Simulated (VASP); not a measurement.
An input for Quantum ESPRESSO's pw.x (written as the equivalent of a VASP run, and not itself run):

```
&CONTROL
  calculation = 'scf'
  pseudo_dir = './pseudo'
  outdir = './out'
  tprnfor = .true.
  tstress = .true.
/
&SYSTEM
  ibrav = 0
  nat = 4
  ntyp = 2
  ecutwfc = 90
  occupations = 'tetrahedra'
  input_dft = 'pz'
/
&ELECTRONS
  conv_thr = 7.3e-09
  electron_maxstep = 100
/
ATOMIC_SPECIES
  Fe 55.845 Fe.upf
  B 10.810 B.upf
CELL_PARAMETERS angstrom
     1.3060370   -3.6256573    0.0000000
     1.3060370    3.6256573   -0.0000000
     0.0000000   -0.0000000    3.1269225
ATOMIC_POSITIONS crystal
  Fe   0.8601974  0.1398026  0.7500000
  Fe   0.1398026  0.8601974  0.2500000
  B    0.5759063  0.4240937  0.7500000
  B    0.4240937  0.5759063  0.2500000
K_POINTS automatic
  14 14 11 0 0 0
```

**Question.** Translate this input to VASP (INCAR, KPOINTS, POSCAR, choice of POTCAR).

**Answer.** One answer among several that fit: 
INCAR:
```
ALGO=Normal
EDIFF=1E-7
ENCUT=520
ISIF=2
ISMEAR=-5
LASPH=.TRUE.
LCHARG=.TRUE.
LEFG=.TRUE.
LMAXMIX=4
LORBIT=11
LREAL=.FALSE.
LWAVE=.FALSE.
NEDOS=601
NELM=100
PREC=Accurate
SYSTEM=FeB
```

POSCAR:
```
FeB
1
    1.3060370363    -3.6256573226     0.0000000000
    1.3060370363     3.6256573226    -0.0000000000
    0.0000000000    -0.0000000000     3.1269225191
Fe B
2 2
Direct
  0.8601973528   0.1398026472   0.7500000000
  0.1398026472   0.8601973528   0.2500000000
  0.5759063039   0.4240936961   0.7500000000
  0.4240936961   0.5759063039   0.2500000000
```

**KPOINTS**
```
kpoints
0
Gamma
  14 14 11
```

POTCAR, in this order: Fe B (LDA.64 set). Program: vasp_std.

What does not carry over: the potentials are each code's own (VASP's PAW set, PseudoDojo norm-conserving files in pw.x), so ENCUT and ecutwfc are chosen apart and not converted; conv_thr bounds pw.x's estimated SCF error, while EDIFF bounds the energy change between steps; the field gradients of LEFG aren't asked of the other code.

The structure comes from a computed database's FeB entry (Cmcm); how it stands against other phases isn't given here. It was relaxed first, which changed the volume by -8 %.
